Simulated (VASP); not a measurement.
Consider the following.

```
Ga2O3
1.0
    4.71385    -2.50323    -0.00416
    4.71385     2.50323    -0.00416
    3.38819     0.00000     4.12392
Ga O
4 6
Direct
  0.85587   0.85587   0.85587
  0.35587   0.35587   0.35587
  0.14413   0.14413   0.14413
  0.64413   0.64413   0.64413
  0.44717   0.05283   0.75000
  0.05283   0.75000   0.44717
  0.55283   0.94717   0.25000
  0.25000   0.55283   0.94717
  0.94717   0.25000   0.55283
  0.75000   0.44717   0.05283
```

Computed with PBEsol GGA, VASP's PBE PAW potentials (set 64) (plane waves; VASP). Run with 520 eV cut-off, Gaussian smearing of 0.050 eV, potentials Ga_d O.

Give the energies of bands 33 to 46 at the high-symmetry points, in eV from the valence-band maximum.

| band | Γ | T | H2 | L | S0 | F |
|---|---|---|---|---|---|---|
| 33 | -3.62 | -3.94 | -3.35 | -3.09 | -3.66 | -3.77 |
| 34 | -3.62 | -3.94 | -3.35 | -3.09 | -2.74 | -3.02 |
| 35 | -3.33 | -2.52 | -2.12 | -1.96 | -2.68 | -2.67 |
| 36 | -1.02 | -2.52 | -2.12 | -1.96 | -2.22 | -2.58 |
| 37 | -1.02 | -1.49 | -1.75 | -1.27 | -1.72 | -1.41 |
| 38 | -0.54 | -1.49 | -1.75 | -1.27 | -1.40 | -1.36 |
| 39 | -0.54 | -1.49 | -1.01 | -1.21 | -1.11 | -1.31 |
| 40 | -0.33 | -1.49 | -1.01 | -1.21 | -0.69 | -1.04 |
| 41 | -0.32 | -0.31 | -0.58 | -0.99 | -0.63 | -0.87 |
| 42 | -0.32 | -0.31 | -0.58 | -0.99 | -0.51 | -0.70 |
| 43 | -0.26 | -0.31 | -0.34 | -0.15 | -0.49 | -0.25 |
| 44 | -0.26 | -0.31 | -0.34 | -0.15 | -0.18 | -0.15 |
| 45 | 2.67 | 5.73 | 6.56 | 6.27 | 6.36 | 6.42 |
| 46 | 6.54 | 5.73 | 6.56 | 6.27 | 6.47 | 6.62 |

The gap is indirect, 2.66 eV, from the valence maximum at Γ-S0 at 0.45 to the conduction minimum at Γ.

The compound is Ga2O3 in the corundum structure, the metastable α form; monoclinic β is stable. It was relaxed first.
